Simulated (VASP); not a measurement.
```cif
data_Ge8
_chemical_formula_sum 'Ge8'
_space_group_name_H-M_alt 'Fd-3m :1'
_space_group_IT_number 227
_space_group_name_Hall 'F 4d 2 3 -1d'
_cell_length_a 5.74862
_cell_length_b 5.74862
_cell_length_c 5.74862
_cell_angle_alpha 90.000
_cell_angle_beta 90.000
_cell_angle_gamma 90.000
loop_
_atom_site_label
_atom_site_type_symbol
_atom_site_symmetry_multiplicity
_atom_site_Wyckoff_symbol
_atom_site_fract_x
_atom_site_fract_y
_atom_site_fract_z
_atom_site_occupancy
Ge1 Ge 8 b 0.50000 0.50000 0.50000 1
```
(The calculation used a cell of 2 atoms; values per cell refer to that cell.)

Method: PBE GGA, VASP's PBE PAW potentials (set 64) (plane waves; VASP). Settings: 480 eV cut-off, 10×10×10 Γ-centred mesh, first-order Methfessel-Paxton smearing of 0.10 eV, potentials Ge_d.

Each relaxation starts from this cell; other phases were not tried.

The cell is relaxed at 10 GPa. What happens?

The volume per atom goes from 23.75 to 21.07 Å³ (-11.3 %), and the cell becomes a = b = c = 5.5244 Å, α = β = γ = 90.00°, space group Fd-3m.

The cell is relaxed at 20 GPa. What happens?

The volume per atom goes from 23.75 to 19.44 Å³ (-18.1 %), and the cell becomes a = 5.378 Å, b = 5.378 Å, c = 5.378 Å, α = 90.00°, β = 90.00°, γ = 90.00°, space group Fd-3m.

Failed runs are left out, and for metals the shear rows, which the mesh's noise covers.

The compound is Ge in the diamond structure.
